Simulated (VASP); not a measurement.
SrC2, 3 atoms in the cell. Symmetry: R-3m, No. 166, trigonal system. The conventional cell has a = 5.035 Å, b = 5.035 Å, c = 6.920 Å, α = 90.00°, β = 90.00°, γ = 120.00°. Around Sr (site symmetry -3m) lie 8 C at 2.83 to 2.95 Å. Around C (site symmetry 3m) lie 1 C at 1.27 Å. The cell comes from a database or a generator and needn't be the stable form of this composition.

* Program: VASP 6.6.1
* Task: single point
* Functional: r2SCAN
* Potentials or basis: VASP PAW PBE potentials, release 64 (Sr_sv, C)
* Cutoff: 520 eV
* k mesh: 4 × 4 × 4
* Occupations: gaussian, width 0.01 eV
* Spin: no spin polarisation
* Dipole correction: no
* Further INCAR settings: ALGO = Normal; EDIFF = 1e-06; NBANDS = 16

Potentials or basis: VASP PAW PBE potentials, release 64 (Sr_sv, C).

Command:

```console
$ cat potpaw_PBE.64/Sr_sv/POTCAR potpaw_PBE.64/C/POTCAR > POTCAR
$ cp INCAR.step1 INCAR
$ mpirun -np 1 vasp_std > vasp.out
$ cp INCAR.step2 INCAR
$ mpirun -np 1 vasp_std > vasp.out
```

Hardware: 1 thread of Intel(R) Xeon(R) 6975P-C (Granite Rapids), on a shared host.

Question: How long does it take, and how much memory?

Answer: It took 17 s on 1 thread of Intel(R) Xeon(R) 6975P-C (Granite Rapids), with other jobs on the host, peak memory 0.16 GiB. Counts: scf iterations 8, k points 13.
